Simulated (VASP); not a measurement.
```
CELL_PARAMETERS angstrom
      0.00000     1.78160     1.78160
      1.78160     0.00000     1.78160
      1.78160     1.78160     0.00000
ATOMIC_POSITIONS crystal
  C  0.50000 0.50000 0.50000
  C  0.75000 0.75000 0.75000
```

Level of theory: r2SCAN meta-GGA, VASP's PBE PAW potentials (set 64) (plane waves; VASP). Settings: 520 eV cut-off, 14×14×14 Γ-centred mesh, tetrahedra with Blöchl corrections, potentials C.

**Question.** Estimate the energy per atom (σ→0), band gap (over mesh and band path) with the smallest direct gap where there is one.

**Answer.** 
```yaml
band gap (over mesh and band path): 4.33 eV
smallest direct gap (over mesh and band path): 5.84 eV
energy per atom (σ→0): -9.829 eV/atom
```

The structure comes from a computed database's C entry (Fd-3m); how it stands against other phases isn't given here. It was relaxed first.
